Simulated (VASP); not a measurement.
Calculation: PBE GGA, VASP's PBE PAW potentials (set 64) (plane waves; VASP 6.6.1).

VASP input:

**POSCAR**
```
C63N
1.0
  7.1465551590   0.0000000000   0.0000000000
  0.0000000000   7.1465551590   0.0000000000
  0.0000000000   0.0000000000   7.1465551590
C N
63 1
Direct
  0.5000000000   0.0000000000   0.0000000000
  0.6250000000   0.1250000000   0.1250000000
  0.7500000000   0.2500000000   0.0000000000
  0.8750000000   0.3750000000   0.1250000000
  0.7500000000   0.0000000000   0.2500000000
  0.8750000000   0.1250000000   0.3750000000
  0.0000000000   0.0000000000   0.0000000000
  0.1250000000   0.1250000000   0.1250000000
  0.2500000000   0.2500000000   0.0000000000
  0.3779220000   0.3813560000   0.1264290000
  0.5000000000   0.5000000000   0.0000000000
  0.6221630000   0.6256250000   0.1314910000
  0.7500000000   0.7500000000   0.0000000000
  0.8750000000   0.8750000000   0.1250000000
  0.2500000000   0.0000000000   0.2500000000
  0.3722660000   0.1199380000   0.3816600000
  0.4931090000   0.2555290000   0.2479560000
  0.6309860000   0.3736050000   0.3745580000
  0.7492630000   0.5057250000   0.2519950000
  0.8713530000   0.6274720000   0.3740070000
  0.5000000000   0.0000000000   0.5000000000
  0.6295120000   0.1269340000   0.6319690000
  0.7503770000   0.2464250000   0.4933900000
  0.8776730000   0.3721460000   0.6287850000
  0.7500000000   0.0000000000   0.7500000000
  0.8750000000   0.1250000000   0.8750000000
  0.0000000000   0.5000000000   0.0000000000
  0.1250000000   0.6250000000   0.1250000000
  0.2500000000   0.7500000000   0.0000000000
  0.3750000000   0.8750000000   0.1250000000
  0.0000000000   0.2500000000   0.2500000000
  0.1212510000   0.3791190000   0.3726260000
  0.2433690000   0.5065190000   0.2562790000
  0.3802810000   0.6278250000   0.3704390000
  0.5042690000   0.7484150000   0.2529620000
  0.6220480000   0.8693390000   0.3773430000
  0.0000000000   0.0000000000   0.5000000000
  0.1250000000   0.1250000000   0.6250000000
  0.2495390000   0.2448110000   0.5005920000
  0.3705330000   0.3737420000   0.6271410000
  0.6186640000   0.6244080000   0.6195910000
  0.7523380000   0.7452300000   0.5037010000
  0.8750000000   0.8750000000   0.6250000000
  0.2500000000   0.0000000000   0.7500000000
  0.3750000000   0.1250000000   0.8750000000
  0.5019090000   0.2463970000   0.7538920000
  0.6189840000   0.3787420000   0.8740960000
  0.7565560000   0.5038140000   0.7477110000
  0.8750000000   0.6250000000   0.8750000000
  0.0000000000   0.7500000000   0.2500000000
  0.1250000000   0.8750000000   0.3750000000
  0.0000000000   0.5000000000   0.5000000000
  0.1307270000   0.6186550000   0.6258810000
  0.2560990000   0.7446800000   0.4998990000
  0.3782160000   0.8804740000   0.6181030000
  0.0000000000   0.2500000000   0.7500000000
  0.1250000000   0.3750000000   0.8750000000
  0.2474290000   0.5018490000   0.7459890000
  0.3752290000   0.6266760000   0.8710870000
  0.4985890000   0.7533980000   0.7478150000
  0.6250000000   0.8750000000   0.8750000000
  0.0000000000   0.7500000000   0.7500000000
  0.1250000000   0.8750000000   0.8750000000
  0.4941840000   0.5012280000   0.5031820000
```

**INCAR**
```
SYSTEM  =  C63N
PREC  =  Normal; ENCUT  =  400; LREAL  =  Auto
LASPH  =  T; ISYM  =  0; NELECT  =  256.0
EDIFF  =  1E-5; NELM  =  100; NELMIN  =  4
ALGO  =  Fast
ISMEAR  =  0; SIGMA  =  0.05
GGA  =  PE
IBRION  =  2; NSW  =  60; ISIF  =  2
EDIFFG  =  -0.03
LWAVE  =  T; LCHARG  =  F
```

KPOINTS:
```
Automatic mesh
0
Gamma
1 1 1
0 0 0
```

POTCAR, in this order: C N (PBE.64 set). Program: vasp_gam.

The cell is charged, with a uniform compensating background. The supercell is sampled at Γ alone, which is coarse: total energies, pressure and levels can be off, energies of defects by several tenths of an eV.

Task: Predict the energy per atom (σ→0).

Result: 
```yaml
energy per atom (σ→0): -9.135 eV/atom
```

### OSZICAR
```
...
RMM:   4    -0.584621307929E+03   -0.64050E-06   -0.71969E-06   186   0.638E-03
  11 F= -.58462131E+03 E0= -.58462131E+03  d E =-.176011E-02
       N       E                     dE             d eps       ncg     rms          rms(c)
DAV:   1    -0.584621518716E+03   -0.21143E-03   -0.75146E-02   340   0.785E-01    0.500E-02
RMM:   2    -0.584621597527E+03   -0.78811E-04   -0.11224E-03   322   0.953E-02    0.305E-02
RMM:   3    -0.584621602892E+03   -0.53643E-05   -0.19404E-04   325   0.356E-02    0.120E-02
RMM:   4    -0.584621605513E+03   -0.26213E-05   -0.34889E-05   219   0.138E-02
  12 F= -.58462161E+03 E0= -.58462161E+03  d E =-.297584E-03
```

The cell is a supercell with a defect, built from C (diamond): N_C, charge +1. The run is not spin-polarised, so no state with unpaired spins was tried.
